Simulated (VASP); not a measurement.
An input for Quantum ESPRESSO's pw.x (written as the equivalent of a VASP run, and not itself run):

```
&CONTROL
  calculation = 'relax'
  pseudo_dir = './pseudo'
  outdir = './out'
  tprnfor = .true.
  tstress = .true.
  nstep = 50
  forc_conv_thr = 0.0012
/
&SYSTEM
  ibrav = 0
  nat = 20
  ntyp = 2
  ecutwfc = 98
  occupations = 'smearing'
  smearing = 'gaussian'
  degauss = 0.00735
  input_dft = 'pz'
/
&ELECTRONS
  conv_thr = 7.3e-05
  electron_maxstep = 100
/
&IONS
/
ATOMIC_SPECIES
  Si 28.085 Si.upf
  Ni 58.693 Ni.upf
CELL_PARAMETERS angstrom
     4.9763540    0.0000000    0.0000000
     2.4881770    4.3096490    0.0000000
     0.0000000    0.0000000   17.9991000
ATOMIC_POSITIONS crystal
  Si   0.7402570  0.7238520  0.2772300
  Si   0.3902450  0.3962130  0.3891360
  Si   0.0586730  0.0655950  0.5006420
  Si   0.7327380  0.7286290  0.6101310
  Si   0.3977320  0.3943830  0.7238510
  Ni   0.2256850  0.2235970  0.2786850
  Ni   0.7354790  0.2322760  0.2769480
  Ni   0.2358210  0.7235430  0.2765930
  Ni   0.8928850  0.8978400  0.3884580
  Ni   0.3990930  0.8983470  0.3881980
  Ni   0.8996960  0.3928500  0.3880500
  Ni   0.5588190  0.5666760  0.5010590
  Ni   0.0656700  0.5673380  0.5012380
  Ni   0.5556610  0.0735990  0.5003120
  Ni   0.2241930  0.2337920  0.6117360
  Ni   0.7341170  0.2352810  0.6115980
  Ni   0.2356080  0.7231610  0.6108500
  Ni   0.9033870  0.9005170  0.7202420
  Ni   0.4007470  0.9041070  0.7222390
  Ni   0.8955490  0.4004560  0.7227920
K_POINTS automatic
  6 6 1 0 0 0
```

Write the VASP files for the same calculation (LDA).

One answer among several that fit: 
**KPOINTS**
```
Automatic mesh
0
Gamma
6 6 1
0 0 0
```

**INCAR**
```
# general
SYSTEM =Ni3Si
PREC   =Accurate
ENCUT  =300   # plane-wave cut-off (eV)
LREAL  =Auto
LASPH  =T

# electronic loop
EDIFF  =1E-03   # SCF stop (eV)
NELM   =100   # most electronic steps
ALGO   =Normal   # blocked Davidson
LMAXMIX=4   # l cut-off of mixed one-centre charges

# smearing
ISMEAR =0
SIGMA  =0.1   # width (eV)

# ions
IBRION =2   # conjugate gradients
NSW    =50   # most ionic steps
ISIF   =2   # forces and stress, cell fixed
EDIFFG =-0.03

# output
LWAVE  =F
LCHARG =F
```

File POSCAR:
```
Ni3Si
1
    4.9763540000     0.0000000000     0.0000000000
    2.4881770000     4.3096490000     0.0000000000
    0.0000000000     0.0000000000    17.9991000000
Si Ni
5 15
Direct
  0.7402570000   0.7238520000   0.2772300000
  0.3902450000   0.3962130000   0.3891360000
  0.0586730000   0.0655950000   0.5006420000
  0.7327380000   0.7286290000   0.6101310000
  0.3977320000   0.3943830000   0.7238510000
  0.2256850000   0.2235970000   0.2786850000
  0.7354790000   0.2322760000   0.2769480000
  0.2358210000   0.7235430000   0.2765930000
  0.8928850000   0.8978400000   0.3884580000
  0.3990930000   0.8983470000   0.3881980000
  0.8996960000   0.3928500000   0.3880500000
  0.5588190000   0.5666760000   0.5010590000
  0.0656700000   0.5673380000   0.5012380000
  0.5556610000   0.0735990000   0.5003120000
  0.2241930000   0.2337920000   0.6117360000
  0.7341170000   0.2352810000   0.6115980000
  0.2356080000   0.7231610000   0.6108500000
  0.9033870000   0.9005170000   0.7202420000
  0.4007470000   0.9041070000   0.7222390000
  0.8955490000   0.4004560000   0.7227920000
```

POTCAR, in this order: Si Ni (LDA.64 set). Program: vasp_std.

The two are equivalent in intent, not identical: the potentials are each code's own (VASP's PAW set, PseudoDojo norm-conserving files in pw.x), so ENCUT and ecutwfc are chosen apart and not converted; conv_thr bounds pw.x's estimated SCF error, while EDIFF bounds the energy change between steps; forc_conv_thr acts on force components and is met together with etot_conv_thr.

The cell is a sheet with vacuum, built from a database entry that may be metastable or hypothetical.
